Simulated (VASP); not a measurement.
Calculation: PBEsol GGA, VASP's PBE PAW potentials (set 64) (plane waves; VASP 6.6.1).

VASP ran on this input.

### INCAR
```
SYSTEM = KI(110) slab
PREC = Normal
ENCUT = 400
EDIFF = 1E-6
NELM = 100
ALGO = Normal
LREAL = .FALSE.
LASPH = .TRUE.
ISMEAR = 0
SIGMA = 0.05
GGA = PS
LMAXMIX = 4
LWAVE = .FALSE.
LCHARG = .FALSE.
NELMIN = 4
LDIPOL = .TRUE.
IDIPOL = 3
DIPOL = 0.5 0.5 0.5
LVHAR = .TRUE.
LORBIT = 11
```

File POSCAR:
```
KI(110) slab
49.6395460
  0.0999909391   0.0000000000   0.0000000000
  0.0000000000   0.1414085406   0.0000000000
  0.0000000000   0.0000000000   0.4999999983
K I
4 4
Cart
  0.0000000000   0.0000000000   0.1793593069
  0.0499954696   0.0707042703   0.2222028793
  0.0000000000   0.0000000000   0.2777971190
  0.0499954696   0.0707042703   0.3206406914
  0.0499954696   0.0000000000   0.2262661817
  0.0000000000   0.0707042703   0.1747877622
  0.0499954696   0.0000000000   0.3252122361
  0.0000000000   0.0707042703   0.2737338166
```

### KPOINTS
```
Regular mesh
0
Gamma
 4 3 1
0 0 0
```

POTCAR, in this order: K_sv I (PBE.64 set). Program: vasp_std. Read from the step before: WAVECAR.

Output of the run:

File OSZICAR:
```
       N       E                     dE             d eps       ncg     rms          rms(c)
DAV:   1    -0.224439598160E+02   -0.22444E+02   -0.47599E-04   492   0.827E-02    0.295E-02
DAV:   2    -0.224439479344E+02    0.11882E-04   -0.70452E-05   576   0.334E-02    0.120E-02
DAV:   3    -0.224439431861E+02    0.47483E-05   -0.76995E-06   464   0.111E-02    0.101E-02
DAV:   4    -0.224439406786E+02    0.25075E-05   -0.64933E-06   426   0.934E-03    0.414E-03
DAV:   5    -0.224439403683E+02    0.31025E-06   -0.12614E-06   376   0.406E-03
   1 F= -.22443940E+02 E0= -.22443940E+02  d E =-.160299E-10
```

### OUTCAR
```
------------------------ aborting loop because EDIFF is reached ----------------------------------------
  FORCE on cell =-STRESS in cart. coord.  units (eV):
  Direction    XX          YY          ZZ          XY          YZ          ZX
  --------------------------------------------------------------------------------------
  Total        0.9666603     -2.0268455      0.1217487      0.0000000      0.0000000      0.0000000
  in kB        1.7909967     -3.7552732      0.2255721      0.0000000      0.0000000      0.0000000
  external PRESSURE =      -0.5795681 kB  Pullay stress =       0.0000000 kB
  volume of cell :      864.75
      direct lattice vectors                 reciprocal lattice vectors
     4.963504822  0.000000000  0.000000000     0.201470541  0.000000000  0.000000000
     0.000000000  7.019455756  0.000000000     0.000000000  0.142461187  0.000000000
     0.000000000  0.000000000 24.819772915     0.000000000  0.000000000  0.040290457
 POSITION                                       TOTAL-FORCE (eV/Angst)
 -----------------------------------------------------------------------------------
      0.00000      0.00000      8.90331         0.000000      0.000000      0.000235
      2.48175      3.50973     11.03005         0.000000      0.000000      0.020710
      0.00000      0.00000     13.78972         0.000000      0.000000     -0.020710
      2.48175      3.50973     15.91646         0.000000      0.000000     -0.000235
      2.48175      0.00000     11.23175         0.000000      0.000000     -0.007656
      0.00000      3.50973      8.67639         0.000000      0.000000     -0.023964
      2.48175      0.00000     16.14339         0.000000      0.000000      0.023964
      0.00000      3.50973     13.58802         0.000000      0.000000      0.007656
 -----------------------------------------------------------------------------------
    total drift:                                0.000000      0.000000      0.000000
  FREE ENERGIE OF THE ION-ELECTRON SYSTEM (eV)
  ---------------------------------------------------
  free  energy   TOTEN  =       -22.4439403683 eV

  energy  without entropy=      -22.4439403683  energy(sigma->0) =      -22.44394037

 total charge

# of ion       s       p       d       tot
------------------------------------------
    1        1.956   5.562   0.022   7.540
    2        1.957   5.564   0.026   7.547
    3        1.957   5.564   0.026   7.547
    4        1.956   5.562   0.022   7.540
    5        1.491   2.846   0.001   4.339
    6        1.491   2.833   0.001   4.325
    7        1.491   2.833   0.001   4.325
    8        1.491   2.846   0.001   4.339
--------------------------------------------------
tot         13.792  33.609   0.101  47.503
```
(Selected blocks of OUTCAR.)

The cell is a thin slab with vacuum, built from KI (rock salt): (110) face.
